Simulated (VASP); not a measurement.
Consider the following.

```yaml
crystal:
  lattice:
    - [3.20395, 0.00000, 0.00000]
    - [-1.60198, 2.77470, 0.00000]
    - [0.00000, 0.00000, 5.91444]
  atoms:
    - { symbol: Pt, position: [0.33333, 0.66667, 0.00801] }
    - { symbol: Pt, position: [0.66667, 0.33333, 0.50801] }
    - { symbol: C, position: [0.33333, 0.66667, 0.36699] }
    - { symbol: C, position: [0.66667, 0.33333, 0.86699] }
```

Computed with PBE GGA, VASP's PBE PAW potentials (set 64) (plane waves; VASP). Settings: 520 eV cut-off, 12×12×6 Γ-centred mesh, tetrahedra with Blöchl corrections, potentials Pt C.

The cores are frozen, which limits the accuracy of field gradients.

Q: Give the principal components of the electric field gradient (V/Å²) and the asymmetry η at each nucleus.

A: 
| atom | Vxx | Vyy | Vzz | η |
|---|---|---|---|---|
| Pt1 | 55.7 | 55.7 | -111.4 | 0.00 |
| Pt2 | 55.7 | 55.7 | -111.4 | 0.00 |
| C3 | -0.2 | -0.2 | 0.5 | - |
| C4 | -0.2 | -0.2 | 0.5 | - |

The structure was generated: PtC was put into the wurtzite type (P6_3mc), which need not be its known phase. It was relaxed first, which changed the volume by -10 %.
